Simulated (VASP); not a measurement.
# Local probes of CsPbCl3, part 3 of 3

Aim: the field gradients that the nuclei of CsPbCl3 feel, by functional. The cell has space group Pm-3m. The start is a cell from a database of measured crystal structures.

VASP 6.6.1, plane waves and PAW; the level of theory is named at each step.

So far. Step 5 (Local probes at PBE): The largest gradient is 83.70 V/Å², at Cl3. Step 5 (Local probes at PBE): The run ends at a pressure of 1.72 GPa.

## (6) Local probes at PBEsol

This step: PBEsol; plane waves and PAW (Pb_d, Cs_sv, Cl) (VASP 6.6.1).

Field gradients probe the charge near the nuclei, so LASPH is on and the cutoff is at least 1.4 times the default of the data sets; this run is at PBEsol.

INCAR reads:

```
SYSTEM = CsPbCl3
PREC = Accurate
ENCUT = 400
EDIFF = 1E-07
NELM = 100
ISMEAR = -1
SIGMA = 0.05
LREAL = .FALSE.
ALGO = Normal
GGA = PS
NBANDS = 28
LORBIT = 11
LWAVE = .FALSE.
LCHARG = .FALSE.
KPAR = 2
LEFG = .TRUE.
ICORELEVEL = 1
LASPH = .TRUE.
```

POSCAR reads:

```
CsPbCl3
1.0
    5.6050000000      0.0000000000      0.0000000000
    0.0000000000      5.6050000000      0.0000000000
    0.0000000000      0.0000000000      5.6050000000
Pb Cs Cl
1 1 3
Direct
    0.5000000000      0.5000000000      0.5000000000
    0.0000000000      0.0000000000      0.0000000000
    0.5000000000      0.5000000000      0.0000000000
    0.0000000000      0.5000000000      0.5000000000
    0.5000000000      0.0000000000      0.5000000000
```

KPOINTS reads:

```
Automatic mesh
0
Gamma
6 6 6
0 0 0
```

The projector-augmented-wave data sets are Pb_d, Cs_sv and Cl (PBE family, release 64).

The run is started by

```console
$ mpirun -np 2 vasp_std
```

The program printed:

```text
[banner, memory and clock lines left out]
running    2 mpi-ranks, on    1 nodes
 distrk:  each k-point on    1 cores,    2 groups
 distr:  one band on    1 cores,    1 groups

 POSCAR found type information on POSCAR PbCsCl
 POSCAR found :  3 types and       5 ions
 [... a notice as in an earlier step ...]

 LDA part: xc-table for (Slater+PW92), standard interpolation
 POSCAR, INCAR and KPOINTS ok, starting setup
 FFT: planning ... GRIDC
 FFT: planning ... GRID_SOFT
 FFT: planning ... GRID
 WAVECAR not read
 entering main loop
       N       E                     dE             d eps       ncg     rms          rms(c)
DAV:   1     0.371322808329E+03    0.37132E+03   -0.17118E+04  1120   0.119E+03
DAV:   2     0.236843704620E+02   -0.34764E+03   -0.33660E+03  1360   0.302E+02
DAV:   3    -0.175256255815E+02   -0.41210E+02   -0.40674E+02  1400   0.115E+02
DAV:   4    -0.190323910790E+02   -0.15068E+01   -0.15021E+01  1500   0.278E+01
DAV:   5    -0.190799293946E+02   -0.47538E-01   -0.47502E-01  1484   0.404E+00    0.536E+00
DAV:   6    -0.184089774156E+02    0.67095E+00   -0.13377E+00  1548   0.128E+01    0.336E+00
DAV:   7    -0.183756095573E+02    0.33368E-01   -0.49789E-01  1648   0.436E+00    0.158E+00
DAV:   8    -0.183842114733E+02   -0.86019E-02   -0.65558E-02  1576   0.211E+00    0.251E-01
DAV:   9    -0.183837281786E+02    0.48329E-03   -0.13221E-02  1708   0.950E-01    0.124E-01
DAV:  10    -0.183841222356E+02   -0.39406E-03   -0.13740E-03  1396   0.241E-01    0.396E-02
DAV:  11    -0.183841939457E+02   -0.71710E-04   -0.15457E-04  1564   0.946E-02    0.100E-02
DAV:  12    -0.183841979927E+02   -0.40470E-05   -0.26252E-05  1488   0.604E-02    0.403E-03
DAV:  13    -0.183841979794E+02    0.13271E-07   -0.22007E-06  1620   0.136E-02    0.246E-03
DAV:  14    -0.183841980631E+02   -0.83705E-07   -0.72377E-07  1404   0.102E-02
ion   1
     0.0000000    -0.0000000     0.0000000     0.0000000    -0.0000000     0.0000000
     0.0000688    -0.0000000     0.0000000     0.0000000    -0.0000000     0.0000000
     0.0000947    -0.0000000     0.0000000     0.0000000    -0.0000000     0.0000000
     0.0001304    -0.0000000     0.0000000     0.0000000    -0.0000000     0.0000000
     0.0001796    -0.0000000     0.0000000     0.0000000    -0.0000000     0.0000000

     0.0000000     0.0000000     0.0000000     0.0000000     0.0000000    -0.0000000
     0.0000688     0.0000000     0.0000000     0.0000000     0.0000000    -0.0000000
     0.0000947     0.0000000     0.0000000     0.0000000     0.0000000    -0.0000000
     0.0001304     0.0000000     0.0000000     0.0000000     0.0000000    -0.0000000
     0.0001796     0.0000000     0.0000000     0.0000000     0.0000000    -0.0000000

ion   2
     0.0000000    -0.0000000    -0.0000000    -0.0000000     0.0000000    -0.0000000
     0.0000593    -0.0000000    -0.0000000    -0.0000000     0.0000000    -0.0000000
     0.0000817    -0.0000000    -0.0000000    -0.0000000     0.0000000    -0.0000000
     0.0001125    -0.0000000    -0.0000000    -0.0000000     0.0000000    -0.0000000
     0.0001549    -0.0000000    -0.0000000    -0.0000000     0.0000000    -0.0000000

     0.0000000    -0.0000000    -0.0000000    -0.0000000     0.0000000    -0.0000000
     0.0000593    -0.0000000    -0.0000000    -0.0000000     0.0000000    -0.0000000
     0.0000817    -0.0000000    -0.0000000    -0.0000000     0.0000000    -0.0000000
     0.0001125    -0.0000000    -0.0000000    -0.0000000     0.0000000    -0.0000000
     0.0001549    -0.0000000    -0.0000000    -0.0000000     0.0000000    -0.0000000

ion   3
     0.0000000    -0.0000000     0.0000000    -4.1159510     0.0000000    -0.0000000
     0.0000382    -0.0000000     0.0000000    -4.1159510     0.0000000    -0.0000000
     0.0000526    -0.0000000     0.0000000    -4.1159510     0.0000000    -0.0000000
     0.0000724    -0.0000000     0.0000000    -4.1159509     0.0000000    -0.0000000
     0.0000997    -0.0000000     0.0000000    -4.1159508     0.0000000    -0.0000000

     0.0000000    -0.0000000     0.0000000   -68.4021475     0.0000000    -0.0000000
     0.0000382    -0.0000000     0.0000000   -68.4018999     0.0000000    -0.0000000
     0.0000526    -0.0000000     0.0000000   -68.4017501     0.0000000    -0.0000000
     0.0000724    -0.0000000     0.0000000   -68.4015017     0.0000000    -0.0000000
     0.0000997    -0.0000000     0.0000000   -68.4010925     0.0000000    -0.0000000

ion   4
     0.0000000     0.0000000     0.0000000     2.0579755    -0.0000000    -3.5645181
     0.0000382     0.0000000     0.0000000     2.0579755    -0.0000000    -3.5645181
     0.0000526     0.0000000     0.0000000     2.0579755    -0.0000000    -3.5645181
     0.0000724     0.0000000     0.0000000     2.0579755    -0.0000000    -3.5645181
     0.0000997     0.0000000     0.0000000     2.0579754    -0.0000000    -3.5645180

     0.0000000     0.0000000     0.0000000    34.2010737    -0.0000000   -59.2379974
     0.0000382     0.0000000     0.0000000    34.2009499    -0.0000000   -59.2377829
     0.0000526     0.0000000     0.0000000    34.2008751    -0.0000000   -59.2376533
     0.0000724     0.0000000     0.0000000    34.2007508    -0.0000000   -59.2374381
     0.0000997     0.0000000     0.0000000    34.2005462    -0.0000000   -59.2370837

ion   5
     0.0000000    -0.0000000    -0.0000000     2.0579755    -0.0000000     3.5645181
     0.0000382    -0.0000000    -0.0000000     2.0579755    -0.0000000     3.5645181
     0.0000526    -0.0000000    -0.0000000     2.0579755    -0.0000000     3.5645181
     0.0000724    -0.0000000    -0.0000000     2.0579755    -0.0000000     3.5645181
     0.0000997    -0.0000000    -0.0000000     2.0579754    -0.0000000     3.5645180

     0.0000000    -0.0000000    -0.0000000    34.2010737    -0.0000000    59.2379974
     0.0000382    -0.0000000    -0.0000000    34.2009499    -0.0000000    59.2377829
     0.0000526    -0.0000000    -0.0000000    34.2008751    -0.0000000    59.2376533
     0.0000724    -0.0000000    -0.0000000    34.2007508    -0.0000000    59.2374381
     0.0000997    -0.0000000    -0.0000000    34.2005462    -0.0000000    59.2370837

   1 F= -.18384198E+02 E0= -.18384198E+02  d E =-.492467E-09
```

Elapsed: 17 s, on 2 MPI ranks of Intel Xeon 6975P-C (Granite Rapids), shared host; peak memory 0.51 GiB.

From OUTCAR (step 6):

```text
   NELECT =      44.0000    total number of electrons

 the core state eigenenergies are
   1-  1s -88085.4922  2s -15746.9824  2p -13501.7458  3s  -3775.2410  3p  -3131.7789
       3d  -2476.8288  4s   -849.7812  4p   -638.9899  4d   -395.3783  4f   -126.4118
       5s   -137.6140  5p    -79.3234
   2-  1s -35783.0876  2s  -5606.4885  2p  -5027.8820  3s  -1159.9027  3p   -973.8035
       3d   -700.9034  4s   -213.0432  4p   -153.5657  4d    -67.0445
   3-  1s  -2742.5392  2s   -244.1881  2p   -183.1008
   4-  1s  -2742.5392  2s   -244.1881  2p   -183.1008
   5-  1s  -2742.5392  2s   -244.1881  2p   -183.1008

 E-fermi :   2.5847

 k-point     1 :       0.0000    0.0000    0.0000
  band No.  band energies     occupation
    ...
     18      -0.9285      2.00000
     19      -0.9285      2.00000
     20      -0.8194      2.00000
     21      -0.8194      2.00000
     22      -0.8194      2.00000
     23       4.9178      0.00000
     24       5.9136      0.00000
     25       5.9136      0.00000
     26       6.8156      0.00000
     27       6.8156      0.00000
    ...

  Total        0.1727734      0.1727734      0.1727734      0.0000000      0.0000000     -0.0000000
  in kB        1.5720295      1.5720295      1.5720295      0.0000000      0.0000000     -0.0000000
  external PRESSURE =       1.5720295 kB  Pullay stress =       0.0000000 kB

  FREE ENERGIE OF THE ION-ELECTRON SYSTEM (eV)
  ---------------------------------------------------
  free  energy   TOTEN  =       -18.3841980631 eV

  energy  without entropy=      -18.3841980626  energy(sigma->0) =      -18.38419806

 Electric field gradients after diagonalization (V/A^2)
 (convention: |V_zz| > |V_xx| > |V_yy|)
----------------------------------------------------------------------
 ion       V_xx      V_yy      V_zz     asymmetry (V_yy - V_xx)/ V_zz
----------------------------------------------------------------------
   1       0.000     0.000    -0.000       0.305
   2       0.000    -0.000     0.000      -1.722
   3     -43.288   -43.288    86.576       0.000
   4     -43.288   -43.288    86.576       0.000
   5     -43.288   -43.288    86.576       0.000
----------------------------------------------------------------------

[... 9 parts as in an earlier step ...]

[... 8 further parts left out ...]
```

The PAW data sets were made with PBE, which is usual practice but a small mismatch for other functionals.

Numbers from this step:

| Quantity | Value |
| --- | --- |
| free energy (TOTEN) | -18.38 eV |
| Fermi energy | 2.585 eV |
| pressure | 0.1572 GPa |

The two shallowest core shells; atoms whose shallowest level rounds to another's at 0.01 eV are left out. Core levels, by row:

```csv
atom,shell,level below the valence-band top (eV)
Pb1,4f,128.1
Pb1,5p,81.04
Cs2,4p,155.3
Cs2,4d,68.76
Cl3,2s,245.9
Cl3,2p,184.8
```

Ordered as |Vzz| ≥ |Vxx| ≥ |Vyy|, the program's way. Electric field gradients, by row:

```csv
atom,Vxx (V/Å²),Vyy (V/Å²),Vzz (V/Å²),asymmetry
Pb1,0,0,0,-
Cs2,0,0,0,-
Cl3,-43.29,-43.29,86.58,0
Cl4,-43.29,-43.29,86.58,0
Cl5,-43.29,-43.29,86.58,0
```

The largest gradient is 86.58 V/Å², at Cl3.

## (7) Local probes at r2SCAN

This step: r2SCAN; plane waves and PAW (Pb_d, Cs_sv, Cl) (VASP 6.6.1).

Field gradients probe the charge near the nuclei, so LASPH is on and the cutoff is at least 1.4 times the default of the data sets; this run is at r2SCAN.

INCAR, as its differences from that of step 6:

```diff
@@ -9,3 +9,4 @@
 ALGO = Normal
-GGA = PS
+METAGGA = R2SCAN
+LASPH = .TRUE.
 NBANDS = 28
@@ -16,3 +17 @@
 LEFG = .TRUE.
-ICORELEVEL = 1
-LASPH = .TRUE.
```

POSCAR is that of step 6.

KPOINTS is that of step 6.

The run is started by

```console
$ mpirun -np 2 vasp_std
```

The program printed:

```text
[banner, memory and clock lines left out]
running    2 mpi-ranks, on    1 nodes
 distrk:  each k-point on    1 cores,    2 groups
 distr:  one band on    1 cores,    1 groups

 POSCAR found type information on POSCAR PbCsCl
 POSCAR found :  3 types and       5 ions
 [... a notice as in an earlier step ...]

 LDA part: xc-table for (None), standard interpolation
 POSCAR, INCAR and KPOINTS ok, starting setup
 FFT: planning ... GRIDC
 FFT: planning ... GRID_SOFT
 FFT: planning ... GRID
 WAVECAR not read
 entering main loop
       N       E                     dE             d eps       ncg     rms          rms(c)
DAV:   1     0.280305112372E+03    0.28031E+03   -0.17461E+04  1120   0.121E+03
DAV:   2    -0.740599350170E+02   -0.35437E+03   -0.34307E+03  1332   0.310E+02
DAV:   3    -0.117786475439E+03   -0.43727E+02   -0.43150E+02  1412   0.119E+02
DAV:   4    -0.119371503140E+03   -0.15850E+01   -0.15800E+01  1484   0.280E+01
DAV:   5    -0.119424846910E+03   -0.53344E-01   -0.53289E-01  1488   0.427E+00    0.555E+00
DAV:   6    -0.108162381729E+03    0.11262E+02   -0.30932E+00  1248   0.264E+01    0.414E+00
DAV:   7    -0.108122859873E+03    0.39522E-01   -0.12293E+00  1688   0.648E+00    0.265E+00
DAV:   8    -0.108143659701E+03   -0.20800E-01   -0.67177E-02  1564   0.213E+00    0.116E+00
DAV:   9    -0.108157220986E+03   -0.13561E-01   -0.18818E-02  1228   0.120E+00    0.214E-01
DAV:  10    -0.108157835802E+03   -0.61482E-03   -0.36221E-03  1756   0.457E-01    0.971E-02
DAV:  11    -0.108158483025E+03   -0.64722E-03   -0.14030E-03  1368   0.269E-01    0.300E-02
DAV:  12    -0.108158460597E+03    0.22428E-04   -0.78626E-05  1440   0.793E-02    0.164E-02
DAV:  13    -0.108158457053E+03    0.35441E-05   -0.54512E-05  1304   0.468E-02    0.976E-03
DAV:  14    -0.108158455769E+03    0.12838E-05   -0.21700E-06  1432   0.105E-02    0.262E-03
DAV:  15    -0.108158455498E+03    0.27032E-06   -0.28865E-07  1148   0.344E-03    0.892E-04
DAV:  16    -0.108158455471E+03    0.27575E-07   -0.11506E-07   852   0.257E-03
ion   1
     0.0000000    -0.0000000     0.0000000     0.0000000     0.0000000     0.0000000
     0.0000688    -0.0000000     0.0000000     0.0000000     0.0000000     0.0000000
     0.0000947    -0.0000000     0.0000000     0.0000000     0.0000000     0.0000000
     0.0001304    -0.0000000     0.0000000     0.0000000     0.0000000     0.0000000
     0.0001796    -0.0000000     0.0000000     0.0000000     0.0000000     0.0000000

     0.0000000     0.0000000    -0.0000000     0.0000000     0.0000000     0.0000000
     0.0000688     0.0000000    -0.0000000     0.0000000     0.0000000     0.0000000
     0.0000947     0.0000000    -0.0000000     0.0000000     0.0000000     0.0000000
     0.0001304     0.0000000    -0.0000000     0.0000000     0.0000000     0.0000000
     0.0001796     0.0000000    -0.0000000     0.0000000     0.0000000     0.0000000

ion   2
     0.0000000     0.0000000     0.0000000    -0.0000000    -0.0000000    -0.0000000
     0.0000593     0.0000000     0.0000000    -0.0000000    -0.0000000    -0.0000000
     0.0000817     0.0000000     0.0000000    -0.0000000    -0.0000000    -0.0000000
     0.0001125     0.0000000     0.0000000    -0.0000000    -0.0000000    -0.0000000
     0.0001549     0.0000000     0.0000000    -0.0000000    -0.0000000    -0.0000000

     0.0000000     0.0000000     0.0000000    -0.0000000    -0.0000000    -0.0000000
     0.0000593     0.0000000     0.0000000    -0.0000000    -0.0000000    -0.0000000
     0.0000817     0.0000000     0.0000000    -0.0000000    -0.0000000    -0.0000000
     0.0001125     0.0000000     0.0000000    -0.0000000    -0.0000000    -0.0000000
     0.0001549     0.0000000     0.0000000    -0.0000000    -0.0000000    -0.0000000

ion   3
     0.0000000     0.0000000     0.0000000    -3.3985554     0.0000000    -0.0000000
     0.0000382     0.0000000     0.0000000    -3.3985553     0.0000000    -0.0000000
     0.0000526     0.0000000     0.0000000    -3.3985553     0.0000000    -0.0000000
     0.0000724     0.0000000     0.0000000    -3.3985553     0.0000000    -0.0000000
     0.0000997     0.0000000     0.0000000    -3.3985552     0.0000000    -0.0000000

     0.0000000     0.0000000     0.0000000   -58.7991957     0.0000000    -0.0000000
     0.0000382     0.0000000     0.0000000   -58.7989823     0.0000000    -0.0000000
     0.0000526     0.0000000     0.0000000   -58.7988532     0.0000000    -0.0000000
     0.0000724     0.0000000     0.0000000   -58.7986390     0.0000000    -0.0000000
     0.0000997     0.0000000     0.0000000   -58.7982863     0.0000000    -0.0000000

ion   4
     0.0000000     0.0000000    -0.0000000     1.6992777    -0.0000000    -2.9432353
     0.0000382     0.0000000    -0.0000000     1.6992777    -0.0000000    -2.9432353
     0.0000526     0.0000000    -0.0000000     1.6992777    -0.0000000    -2.9432352
     0.0000724     0.0000000    -0.0000000     1.6992776    -0.0000000    -2.9432352
     0.0000997     0.0000000    -0.0000000     1.6992776    -0.0000000    -2.9432351

     0.0000000     0.0000000    -0.0000000    29.3995979    -0.0000000   -50.9215972
     0.0000382     0.0000000    -0.0000000    29.3994911    -0.0000000   -50.9214123
     0.0000526     0.0000000    -0.0000000    29.3994266    -0.0000000   -50.9213006
     0.0000724     0.0000000    -0.0000000    29.3993195    -0.0000000   -50.9211151
     0.0000997     0.0000000    -0.0000000    29.3991432    -0.0000000   -50.9208097

ion   5
     0.0000000    -0.0000000    -0.0000000     1.6992777     0.0000000     2.9432353
     0.0000382    -0.0000000    -0.0000000     1.6992777     0.0000000     2.9432353
     0.0000526    -0.0000000    -0.0000000     1.6992777     0.0000000     2.9432352
     0.0000724    -0.0000000    -0.0000000     1.6992776     0.0000000     2.9432352
     0.0000997    -0.0000000    -0.0000000     1.6992776     0.0000000     2.9432351

     0.0000000    -0.0000000    -0.0000000    29.3995979     0.0000000    50.9215972
     0.0000382    -0.0000000    -0.0000000    29.3994911     0.0000000    50.9214123
     0.0000526    -0.0000000    -0.0000000    29.3994266     0.0000000    50.9213006
     0.0000724    -0.0000000    -0.0000000    29.3993195     0.0000000    50.9211151
     0.0000997    -0.0000000    -0.0000000    29.3991432     0.0000000    50.9208097

   1 F= -.10815846E+03 E0= -.10815846E+03  d E =-.287288E-10
```

Elapsed: 69 s, on 2 MPI ranks; peak memory 0.53 GiB.

Parts of OUTCAR (step 7):

```text
   NELECT =      44.0000    total number of electrons

 E-fermi :   2.5816

 k-point     1 :       0.0000    0.0000    0.0000
  band No.  band energies     occupation
    ...
     18      -1.2555      2.00000
     19      -1.2555      2.00000
     20      -1.1431      2.00000
     21      -1.1431      2.00000
     22      -1.1431      2.00000
     23       5.3966      0.00000
     24       6.2106      0.00000
     25       6.2106      0.00000
     26       7.2180      0.00000
     27       7.2180      0.00000
    ...

  Total        1.0134182      1.0134182      1.0134182     -0.0000000     -0.0000000     -0.0000000
  in kB        9.2208816      9.2208816      9.2208816     -0.0000000     -0.0000000     -0.0000000
  external PRESSURE =       9.2208816 kB  Pullay stress =       0.0000000 kB

  FREE ENERGIE OF THE ION-ELECTRON SYSTEM (eV)
  ---------------------------------------------------
  free  energy   TOTEN  =      -108.1584554709 eV

  energy  without entropy=     -108.1584554709  energy(sigma->0) =     -108.15845547

 Electric field gradients after diagonalization (V/A^2)
 (convention: |V_zz| > |V_xx| > |V_yy|)
----------------------------------------------------------------------
 ion       V_xx      V_yy      V_zz     asymmetry (V_yy - V_xx)/ V_zz
----------------------------------------------------------------------
   1       0.000     0.000     0.000      -0.061
   2       0.000     0.000    -0.000       0.222
   3     -37.458   -37.458    74.917       0.000
   4     -37.458   -37.458    74.917       0.000
   5     -37.458   -37.458    74.917       0.000
----------------------------------------------------------------------

[... 9 parts as in an earlier step ...]

[... 9 further parts left out ...]
```

This step gave:

```
free energy (TOTEN) : -108.1585 eV
Fermi energy        : 2.582 eV
pressure            : 0.9221 GPa
```

Ordered as |Vzz| ≥ |Vxx| ≥ |Vyy|, the program's way. Electric field gradients, by row:

```csv
atom,Vxx (V/Å²),Vyy (V/Å²),Vzz (V/Å²),asymmetry
Pb1,0,0,0,-
Cs2,0,0,0,-
Cl3,-37.46,-37.46,74.92,0
Cl4,-37.46,-37.46,74.92,0
Cl5,-37.46,-37.46,74.92,0
```

The largest gradient is 74.92 V/Å², at Cl3.

The run ends at a pressure of 0.92 GPa.

## (8) Summary

This step: electric field gradients, LDA, PBE, PBEsol, r2SCAN; plane waves and PAW (VASP 6.6.1).

Derived from the runs above.

Cost is wall time times ranks on a shared host. EFG, by row:

```csv
functional,Vzz Pb1 (V/Å²),Vzz Cs2 (V/Å²),Vzz Cl3 (V/Å²),cost (core minutes)
LDA,0,0,84.67,0.57
PBE,0,0,83.7,0.7
PBEsol,0,0,86.58,0.58
r2SCAN,0,0,74.92,2.3
```

## (9) Results

```yaml
lda: largest |Vzz| 84.7 V/Å²
lda: largest |Vzz| 84.7 V/Å²
pbe: largest |Vzz| 83.7 V/Å²
pbesol: largest |Vzz| 86.6 V/Å²
r2scan: largest |Vzz| 74.9 V/Å²
```

What this shows: The largest field gradient is that at Cl3, Vzz = 84.7 V/Å² at LDA, with an asymmetry of 0.00. On that site the functionals span 74.9 to 86.6 V/Å², at costs of 0.57 to 2.3 core minutes. For isotopes with a quadrupole moment, the coupling follows from Vzz times that moment. Kohn-Sham core levels are too shallow against measured binding energies; only differences between inequivalent sites of one element, where there are any, carry meaning. Not tabulated here, as repeats of values shown or as unfit to read for their mesh, reference level or band range: gaps (changed settings, local probes, relaxation).

[Lines on the potential files, build, host, timing and source positions are cut from VASP's logs without a mark.]

[Logs are printed without paths, hosts, clocks, repeated set-up lines and the standing remarks that a program may print on its own settings, such as how far it seeks lower states.]

[Hosts, paths, dates, database ids (printed as entryN), source tags and the programs' standing remarks are cut or masked in the printed files.]
